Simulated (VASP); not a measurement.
Data:

```yaml
crystal:
  lattice:
    - [0.00000, 2.26996, 2.26996]
    - [2.26996, 0.00000, 2.26996]
    - [2.26996, 2.26996, 0.00000]
  atoms:
    - { symbol: Hf, position: [0.00000, 0.00000, 0.00000] }
    - { symbol: C, position: [0.50000, 0.50000, 0.50000] }
```

Calculation: r2SCAN meta-GGA, VASP's PBE PAW potentials (set 64) (plane waves; VASP). Run with 520 eV cut-off, 14×14×14 Γ-centred mesh, first-order Methfessel-Paxton smearing of 0.10 eV, potentials Hf_pv C.

Problem. Give the stress tensor in GPa (positive for a compressed cell).

Solution. 
```
17.54   0.00   0.00
 0.00  17.54   0.00
 0.00   0.00  17.54
```
The pressure is its mean diagonal, 17.54 GPa.

The compound is HfC in the rock salt structure. This cell is one point of a volume scan, at 0.94 of the reference volume.
